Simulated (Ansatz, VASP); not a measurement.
# Si2Sb: VASP beside Ansatz, part 2 of 2

One calculation is typed for both programs; each brings its own data sets and cutoff. How far apart do they land? The cell is invented: As first built, before any earlier steps moved the atoms (in the runner's words): it takes the YSi2 structure with some of its atoms replaced by other elements, volume scaled by an estimate. It may not be a known or stable phase. The cell is taken from a series of VASP runs on this material, whose earlier steps may have relaxed, scaled or displaced it; both programs get it as it stands.

VASP 6.6.1 and Ansatz 0.2.0.

So far. Step 2 (VASP: band structure, HSE06): The k-mesh is coarse for exact exchange; levels may shift by about 0.1 eV on a finer one.

### Step 3. Ansatz: band structure, HSE06

Level of this step: Ansatz beside VASP: Kohn-Sham DFT, plane waves, HSE06 (Ansatz).

Ansatz runs on its default PAW (the set named soft_2) files.

The same cell, functional, mesh and smearing now go to Ansatz, which takes its cutoff from its data sets.

input.yaml

```yaml
crystal:
  lattice:
    - [4.0565899002, 0.0, 0.0]
    - [-2.0282949501, 3.5131099905, 0.0]
    - [0.0, 0.0, 4.4065027854]
  atoms:
    - { symbol: Sb, position: [0.0, 0.0, 0.0] }
    - { symbol: Si, position: [0.33333333, 0.66666667, 0.5] }
    - { symbol: Si, position: [0.66666667, 0.33333333, 0.5] }
hamiltonian:
  xc: { exchange: pbe, correlation: pbe, exx: { coeff: 0.25, omega: 0.2 } }
  pseudopotentials: { kind: paw }
kpoints:
  mp_grid: { grid: [4, 4, 3] }
  band_path:
    path:
      - [0.0, 0.0, 0.0]
      - [0.4, 0.0, 0.0]
      - [0.4, 0.2, 0.0]
      - [0.2, 0.2, 0.0]
      - [0.0, 0.0, 0.1]
      - [0.0, 0.0, 0.5]
      - [0.4, 0.0, 0.5]
      - [0.4, 0.2, 0.5]
      - [0.2, 0.2, 0.5]
      - [0.5, 0.0, 0.4]
      - [0.33333, 0.33333, 0.0]
      - [0.33333, 0.33333, 0.5]
    npoints: 1
scf:
  occupations: { method: gaussian, width: 0.02 }
  n_extra_bands: 7
output:
  forces: true
  stress: true
  eigenvalues: true
  write_density: true
  write_potential: true
  elf: true
  volumetric_format: npy
```

Command:

```
$ ansatz run input.yaml --threads 4 --pin off --max-ram 9216MiB --backend cpu --events-out ev --progress --plain --runs-dir out
```

Numbers of over 12 decimals in the logs are rounded to 6 here.

The program printed:

```text
Warning: output.stress: scf.convergence.dr2_threshold = 1e-7 eV (the SCF's general default) is looser than the 3e-10 eV advised for a printed stress (1e-10 eV for each atom of the cell: 3). What an SCF threshold leaves in a stress goes as its square root, and in the free energy as the threshold itself, and one threshold admits the most on a small cell: [figures from the program's tests cut] Set scf.convergence.dr2_threshold to 3e-10 eV or tighter. The threshold is an SCF's pass mark: one that does not reach it within its budget of iterations ends unconverged, or closes short of it on a stop that the run arms, and scf.convergence.dr2_threshold's page says what that costs each kind of run
Warning: output.stress: scf.exx.energy_threshold = 1e-6 eV is looser than the 3e-8 eV advised for a stress under a hybrid functional (1e-8 eV for each atom of the cell: 3). Every SCF of the exchange loop can meet its threshold on dr2 while the loop round them stops early: no threshold on dr2 bounds what that leaves in the stress. Set scf.exx.energy_threshold to 3e-8 eV or tighter. The threshold is the loop's pass mark: a loop that does not reach it within its budget of cycles ends unconverged, and scf.exx.energy_threshold's page has the law
scf.n_extra_bands = 7 over 12 filled bands (N_el = 23.0): the run solves 19 bands
Engine: ansatz 0.2.0, aarch64-unknown-linux-gnu
Pseudopotentials: kind: paw
Pseudopotential: Sb, paw, valence charge 15, recommended cutoff 420 eV (normal), Sb.paw.azcp
Pseudopotential: Si, paw, valence charge 4, recommended cutoff 420 eV (normal), Si.paw.azcp
Functional definition: unnamed
  parameter a_1 = 0.25
  parameter omega_1 = 0.2/angstrom
  exchange = pbe_x + (-a_1)*pbe_x_sr(omega_1) + a_1*exact_x_sr(omega_1)
  correlation = pbe_c
Crystal: 3 atoms, lattice volume = 62.798 Å³
Basis set: ecut = 420 eV, 1215 PW (Γ), exchange–correlation on 60×60×60 points (8 copies of the dense FFT grid, shifted against one another)
Bands: 19, of which v1, the nominal top of the filled ones, is band 12 counted from 1 (11 counted from 0)
Symmetry: 24 space group operations
Space group: P6/mmm (ITA 191), of the structure as read, at distance tolerance 4.0e-5 Å
k-points: 8 of 48
Non-local potential: Sb, projectors of the file, l = 0: 2, l = 1: 2, l = 2: 2, l = 3: 2
Non-local potential: Si, projectors of the file, l = 0: 2, l = 1: 2, l = 2: 2
PAW form: soft (Blöchl's): semilocal exchange-correlation on the pseudo side does not see the compensation charge
PAW frozen core: Sb, regenerated for the run's functional, and the local potential with it (the file was generated under x = pbe(κ = 0.804, μ = 0.219515), c = pbe(β = 0.066725))
PAW frozen core: Si, regenerated for the run's functional, and the local potential with it (the file was generated under x = pbe(κ = 0.804, μ = 0.219515), c = pbe(β = 0.066725))
PAW one-centre angular grid: Sb, 590 points (default); XC on 64 Gauss nodes
PAW one-centre angular grid: Si, 110 points (default); XC on 64 Gauss nodes
Initial density: superposition of atomic densities (neutral atoms: chi_scale 0, normalization atom), corrected by the library's trained network
Initial wavefunctions: pseudopotential atomic-orbital guess
Functional: x = pbe(κ = 0.804, μ = 0.219515), c = pbe(β = 0.066725), warm-up for x = pbe(κ = 0.804, μ = 0.219515) + 0.25 (exact − pbe) at short range (hse, ω = 0.2 Å⁻¹), c = pbe(β = 0.066725)
SCF iter   1: F=—  HF=-7754.480241 eV  |F-HF|=—  |Δ(HF+E_count)|=         —  Δρ=6.60e-3  dr2=4.37e-2  ethr=1.77e-3  ⟨swp⟩=12.1  Hψ=740  notcnv=0
preconditioner: auto → none  [insulator: Δε(μ)=0.175 eV  Ē_g=9.906 eV  σ=0.020 eV  W_gap=0.64  n_scr=20 (ndim 8)  ℏωp=16.9 eV  f_vac=0.000  D(μ)=19.16/eV (n_scr^D=442)]
SCF iter   2: F=—  HF=-7754.471064 eV  |F-HF|=—  |Δ(HF+E_count)|=   9.18e-3  Δρ=2.94e-3  dr2=8.07e-3  ethr=1.90e-4  ⟨swp⟩=3.6  Hψ=327  notcnv=0
iter 3 solved again at ethr=1.88e-7 eV; its pass at ethr=3.51e-5 eV (dr2=4.33e-5 eV) is discarded
SCF iter   3: F=—  HF=-7754.469531 eV  |F-HF|=—  |Δ(HF+E_count)|=   1.53e-3  Δρ=3.51e-4  dr2=3.40e-5  ethr=1.88e-7  ⟨swp⟩=4.0  Hψ=768  notcnv=0
eigensolver tolerance schedule: the retry pair's looser diagonalisation over-reported the residual by 0.27 of it (diagonalisation noise at 0.27 of the residual, at the tolerance the schedule requests for it); recorded, not acted on — ethr = c·dr2/N_el stays at c = 1.0e-1
SCF iter   4: F=—  HF=-7754.469527 eV  |F-HF|=—  |Δ(HF+E_count)|=   3.81e-6  Δρ=1.01e-4  dr2=3.21e-6  ethr=1.48e-7  ⟨swp⟩=3.0  Hψ=312  notcnv=0
SCF iter   5: F=—  HF=-7754.469531 eV  |F-HF|=—  |Δ(HF+E_count)|=   3.80e-6  Δρ=1.31e-5  dr2=1.15e-7  ethr=1.39e-8  ⟨swp⟩=3.0  Hψ=299  notcnv=0
SCF iter   6: F=—  HF=-7754.469531 eV  |F-HF|=—  |Δ(HF+E_count)|=   4.42e-8  Δρ=3.18e-6  dr2=1.20e-8  ethr=4.98e-10  ⟨swp⟩=3.0  Hψ=274  notcnv=0
SCF iter   7: F=—  HF=-7754.469531 eV  |F-HF|=—  |Δ(HF+E_count)|=  1.46e-10  Δρ=8.90e-7  dr2=1.09e-9  ethr=5.21e-11  ⟨swp⟩=3.1  Hψ=320  notcnv=0
SCF iter   8: F=-7754.469531 eV  HF=-7754.469531 eV  |F-HF|=3.64e-11  |Δ(HF+E_count)|=  1.64e-10  Δρ=2.46e-7  dr2=5.35e-11  ethr=4.72e-12  ⟨swp⟩=3.0  Hψ=282  notcnv=0
SCF 1 converged in 8 iterations: F = -7754.469531 eV  dr2 = 5.35e-11
[...]
Frozen-core exchange: fock
iter 1 solved again at ethr=4.98e-5 eV; its pass at ethr=1.00e-1 eV (dr2=1.14e-2 eV) is discarded
[...]
preconditioner: auto → none  [insulator: Δε(μ)=0.185 eV  Ē_g=11.149 eV  σ=0.020 eV  W_gap=0.51  n_scr=20 (ndim 8)  ℏωp=16.9 eV  f_vac=0.000  D(μ)=14.92/eV (n_scr^D=302)]
[...]
SCF iter   5: F=—  HF=-7759.331656 eV  |F-HF|=—  |Δ(HF+E_count)|=   6.97e-7  Δρ=2.02e-5  dr2=1.57e-7  ethr=4.18e-9  ⟨swp⟩=4.1  Hψ=436  notcnv=0
SCF iter   6: F=-7759.331656 eV  HF=-7759.331656 eV  |F-HF|=3.92e-7  |Δ(HF+E_count)|=   4.28e-8  Δρ=3.73e-6  dr2=6.85e-9  ethr=6.81e-10  ⟨swp⟩=3.0  Hψ=327  notcnv=0
SCF 2 converged in 6 iterations: F = -7759.331656 eV  dr2 = 6.85e-9
hybrid outer 1: dexx = +4.202e-3 eV, tail = 3.83e-3 eV
Exchange kernel: α = 0.2500, screened, ω = 0.2000 Å⁻¹, Wigner–Seitz truncation, v(0) = 1098.3026 eV·Å³, q-mesh 4×4×3, nearest image of the exchange supercell L = 13.22 Å, pair-density grid 20×20×20, without the augmentation charges, whose exchange is taken in its separable form by FFT convolution over the k-point mesh (sized by the pseudopotential files, 24×24×30 at the most), smooth part of the exact exchange by density-matrix convolution
Frozen-core exchange: fock
SCF iter   1: F=—  HF=-7759.336668 eV  |F-HF|=—  |Δ(HF+E_count)|=         —  Δρ=4.25e-4  dr2=1.04e-4  ethr=8.33e-5  ⟨swp⟩=2.1  Hψ=305  notcnv=0
preconditioner: auto → none  [insulator: Δε(μ)=0.191 eV  Ē_g=11.150 eV  σ=0.020 eV  W_gap=0.50  n_scr=20 (ndim 8)  ℏωp=16.9 eV  f_vac=0.000  D(μ)=14.11/eV (n_scr^D=254)]
SCF iter   2: F=-7759.336657 eV  HF=-7759.336657 eV  |F-HF|=5.81e-7  |Δ(HF+E_count)|=   1.06e-5  Δρ=9.08e-5  dr2=1.17e-5  ethr=4.11e-7  ⟨swp⟩=4.0  Hψ=355  notcnv=0
SCF 3 stopped early in 2 iterations: F = -7759.336657 eV  dr2 = 1.17e-5
hybrid outer 2: dexx = +1.047e-4 eV, tail = 2.39e-5 eV, Δε = 2.16e-2 eV (about 2.81e-3 eV left of the loop's levels)
Exchange kernel: α = 0.2500, screened, ω = 0.2000 Å⁻¹, Wigner–Seitz truncation, v(0) = 1098.3026 eV·Å³, q-mesh 4×4×3, nearest image of the exchange supercell L = 13.22 Å, pair-density grid 20×20×20, without the augmentation charges, whose exchange is taken in its separable form by FFT convolution over the k-point mesh (sized by the pseudopotential files, 24×24×30 at the most), smooth part of the exact exchange by density-matrix convolution
Frozen-core exchange: fock
SCF iter   1: F=—  HF=-7759.336759 eV  |F-HF|=—  |Δ(HF+E_count)|=         —  Δρ=6.57e-5  dr2=3.51e-6  ethr=5.19e-7  ⟨swp⟩=3.9  Hψ=372  notcnv=0
preconditioner: auto → none  [insulator: Δε(μ)=0.187 eV  Ē_g=11.151 eV  σ=0.020 eV  W_gap=0.50  n_scr=20 (ndim 8)  ℏωp=16.9 eV  f_vac=0.000  D(μ)=14.10/eV (n_scr^D=254)]
SCF iter   2: F=—  HF=-7759.336759 eV  |F-HF|=—  |Δ(HF+E_count)|=   4.51e-7  Δρ=1.12e-5  dr2=8.33e-7  ethr=1.22e-8  ⟨swp⟩=3.1  Hψ=326  notcnv=0
SCF iter   3: F=—  HF=-7759.336759 eV  |F-HF|=—  |Δ(HF+E_count)|=   3.02e-8  Δρ=3.33e-6  dr2=7.63e-7  ethr=3.93e-10  ⟨swp⟩=3.1  Hψ=290  notcnv=0
SCF iter   4: F=—  HF=-7759.336772 eV  |F-HF|=—  |Δ(HF+E_count)|=   1.29e-5  Δρ=1.34e-5  dr2=1.85e-7  ethr=1.70e-11  ⟨swp⟩=5.0  Hψ=594  notcnv=0
SCF iter   5: F=—  HF=-7759.336772 eV  |F-HF|=—  |Δ(HF+E_count)|=   6.07e-8  Δρ=4.73e-6  dr2=1.99e-8  ethr=1.70e-11  ⟨swp⟩=4.1  Hψ=394  notcnv=0
SCF iter   6: F=-7759.336772 eV  HF=-7759.336772 eV  |F-HF|=3.66e-10  |Δ(HF+E_count)|=   1.85e-9  Δρ=1.31e-6  dr2=1.09e-8  ethr=1.70e-11  ⟨swp⟩=3.0  Hψ=280  notcnv=0
SCF 4 converged in 6 iterations: F = -7759.336772 eV  dr2 = 1.09e-8
  Residual-converged pass: ⟨swp⟩=2.9  Hψ=280  notcnv=0  max |occ|·‖R‖ = 2.4e-6 eV (tolerance 2.4e-6 eV)  dr2=1.09e-8  dr2_onsite=1.05e-10  max |Δocc| = 2.3e-14
hybrid outer 3: dexx = +1.495e-6 eV, tail = 2.47e-8 eV, Δε = 4.66e-3 eV (about 1.73e-4 eV left of the loop's levels)
NSCF: frozen V_eff on 12 k-points
hybrid SCF converged: 3 outer / 14 inner (+8 warm-up), last move |dexx| = 1.49e-6 eV, tail = 2.47e-8 eV
Stability not checked: this state was not tested for a lower state beside it, because the functional holds exact exchange (a hybrid, or Hartree-Fock), whose exchange loop this test does not read (fock_operator; see scf.lower_state_search)
Free energy (F): -7759.336772 eV
Frozen-core exchange: fock
Harris-Foulkes:  -7759.336772 eV  (|F-HF|=3.66e-10)
Internal energy: -7759.333951 eV  (E = F + TS)
E sigma→0 (E₀):  -7759.335361 eV
Entropy (-TS):   -0.002821 eV (-0.940 meV/atom)
Fermi energy:    9.716845 eV
--- Per-component energies (eV) ---
  E_band       = -179.415248
  E_kinetic    = 285.112394
  E_local      = -1732.199021  (includes V_loc(G=0)·N_el)
  E_nonlocal   = 411.568550
  E_hartree    = 790.232833
  E_xc         = -201.036523
  E_vxc        = -153.884737  (∫ρ·V_xc dr)
  E_exx        = -51.265344  (= α·E_x^exact, valence–valence)
  E_paw        = -5601.080503  (= ΣΔE_a)
  E_vpaw       = -467.948615  (= ΣTr[D̂ρ^β])
  E_aug_tail   = 0.000012  (compensation charges beyond the density's cutoff)
  E_ewald      = -1660.573945
  E_core_change = -0.092405  (= ΣΔE_core)
  E_smearing   = -0.002821  (= −TS)
  E_closure    = -0.000000  (closes the sum)
  Σ components = -7759.336772   (vs F -7759.336772, Δ=0.00e0)
--- Forces (eV/Å), atoms counted from 1 ---
  atom   1  Sb    -0.00000000     0.00000000     0.00000000
  atom   2  Si     0.00000000    -0.00000000     0.00000000
  atom   3  Si     0.00000000     0.00000000    -0.00000000
  max |Σ_I F_I| component: 5.55e-17 eV/Å
--- Stress (GPa, compression-positive) ---
        0.528125       0.000000       0.000000
       -0.000000       0.528125      -0.000000
        0.000000      -0.000000      -5.735470
  P = ⅓ Tr σ = -1.5597 GPa (-15.597 kbar)
--- Band table (eV; the first three rows and the last of 8) ---
  k-point 0: bands = [... 8 lower, 6.5285, 6.5285, 8.4133, 8.4133, 8.8715, 12.6690, 15.0984, 15.3411, ... 3 higher]
  k-point 1: bands = [... 8 lower, 6.6679, 8.1154, 9.2845, 9.3990, 9.3990, 12.3066, 12.3066, 12.3801, ... 3 higher]
  k-point 2: bands = [... 8 lower, 5.0227, 5.0716, 7.8004, 10.6702, 11.5447, 11.6397, 13.7620, 13.8733, ... 3 higher]
  k-point 7: bands = [... 8 lower, 3.0489, 5.1927, 6.4976, 10.1420, 12.1168, 13.1252, 14.0027, 15.4789, ... 3 higher]
```

The job ended after 32 s (4 threads of Arm Neoverse V2, shared host; peak memory 0.69 GiB; 78 s of CPU time).

The column dr2 measures how far the density is from self-consistency, as an energy; F and HF (Harris–Foulkes) agree once it is small.

### Step 4. Side by side

Known differences besides the potentials themselves: exact exchange at q = 0 is treated differently, which shows on coarse meshes; VASP keeps PBE cores, Ansatz makes them for the functional; the data sets hold 23 valence electrons in Ansatz (default PAW (the set named soft_2) files) and 13 in VASP; the cutoff is 420 eV in Ansatz and 400 eV in VASP; VASP takes a coarser grid for exact exchange (PRECFOCK = Fast). Total energies have different zeros and are not compared.

Levels from 3 eV below to 2 eV above the Fermi level differ by 21 meV r.m.s. and 41 meV at most; each VASP level is matched to the nearest of Ansatz, which flatters the figure a little.

### Step 5. Summary of results

* r.m.s. difference of levels near the Fermi level (band structure, HSE06): 21 meV

**Reading.** The r.m.s. difference of levels near the Fermi level is 21 meV (band structure, HSE06), within the 80 meV picked in this series as the mark of a large difference. Such differences can come from data sets, numerical settings and the points named under the comparisons, not from the functional's error against experiment.

[Lines on the potential files, build, host, timing and source positions are cut from VASP's logs without a mark.]

[Logs are printed without paths, hosts, clocks, repeated set-up lines and the standing remarks that a program may print on its own settings, such as how far it seeks lower states.]

[Hosts, paths, dates, database ids (printed as entryN), source tags and the programs' standing remarks are cut or masked in the printed files.]
